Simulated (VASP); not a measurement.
Input:

```xyz
4
Lattice="1.5566 -2.6962 0.0000 1.5566 2.6962 0.0000 0.0000 0.0000 4.9837" Properties=species:S:1:pos:R:3 pbc="T T T"
Al     1.5566    -0.8987     2.4920
Al     1.5566     0.8987     0.0001
N      1.5566    -0.8987     4.3955
N      1.5566     0.8987     1.9037
```

The numbers are results of PBEsol GGA, VASP's PBE PAW potentials (set 64) (plane waves; VASP), not measurements. Run with 520 eV cut-off, 10×10×6 Γ-centred mesh, Gaussian smearing of 0.010 eV, potentials Al N.

**Question.** Give the direction-averaged independent-particle dielectric function (no local fields, no excitons; a broadening of 0.1 eV leaves a tail below the gap, and fine structure carries the noise of the k-mesh).

**Answer.** 
| ħω (eV) | ε₁ | ε₂ |
|---|---|---|
| 0.00 | 4.72 | 0.00 |
| 0.10 | 4.72 | 0.00 |
| 0.30 | 4.73 | 0.00 |
| 0.50 | 4.73 | 0.01 |
| 0.70 | 4.75 | 0.01 |
| 0.90 | 4.77 | 0.01 |
| 1.10 | 4.79 | 0.01 |
| 1.30 | 4.82 | 0.01 |
| 1.50 | 4.85 | 0.02 |
| 1.70 | 4.89 | 0.02 |
| 1.90 | 4.93 | 0.02 |
| 2.10 | 4.98 | 0.03 |
| 2.30 | 5.04 | 0.03 |
| 2.50 | 5.11 | 0.04 |
| 2.70 | 5.19 | 0.04 |
| 2.90 | 5.28 | 0.05 |
| 3.00 | 5.32 | 0.05 |
| 3.20 | 5.43 | 0.06 |
| 3.40 | 5.56 | 0.07 |
| 3.60 | 5.71 | 0.08 |
| 3.80 | 5.90 | 0.11 |
| 4.00 | 6.14 | 0.19 |
| 4.20 | 6.30 | 0.30 |
| 4.40 | 6.46 | 0.42 |
| 4.60 | 6.95 | 0.49 |
| 4.80 | 6.97 | 1.06 |
| 5.00 | 6.80 | 0.85 |
| 5.20 | 7.77 | 0.95 |
| 5.40 | 7.32 | 1.79 |
| 5.60 | 8.13 | 1.17 |
| 5.80 | 9.57 | 1.79 |
| 6.00 | 9.77 | 4.58 |
ε₂ peaks at 5.4 eV (height 1.8); ε₁(0) averages 4.72, so the electronic refractive index below the gap tends to √4.72 = 2.17.

The compound is AlN in the wurtzite structure. It was relaxed first.
